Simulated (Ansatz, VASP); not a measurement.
## Si: VASP beside Ansatz

```
Si
1.0
     0.00000    2.70098    2.70098
     2.70098    0.00000    2.70098
     2.70098    2.70098    0.00000
Si
2
Direct
  0.75000 0.75000 0.75000
  0.50000 0.50000 0.50000
```

Alike in both runs: functional LDA; k mesh 12 × 12 × 12; occupations gaussian, width 0.02 eV; no spin polarisation.

Ansatz relaxed the structure, and its values are those at the end. VASP's run is a single point on that final structure, the one shown.

|  | VASP | Ansatz |
| --- | --- | --- |
| version | VASP 6.6.1 | Ansatz 0.2.0 |
| potentials or method | VASP PAW LDA potentials, release 64 (Si) | scalar-relativistic, plane waves, PAW |
| plane-wave cutoff (eV) | 520 | 420 |
| valence electrons in the cell | 8 | 8 |

|  | VASP | Ansatz | Ansatz less VASP |
| --- | --- | --- | --- |
| gap on the k mesh at the Fermi level (eV) | 0.44 | 0.44 | +0.002 |
| least direct gap on the mesh (eV) | 2.53 | 2.53 | +0.002 |
| pressure (GPa) | 0.0 | 0.0 | -0.04 |

A k mesh can miss the band edges. Expect the measured gap to be larger: semilocal functionals such as LDA lack the derivative discontinuity.
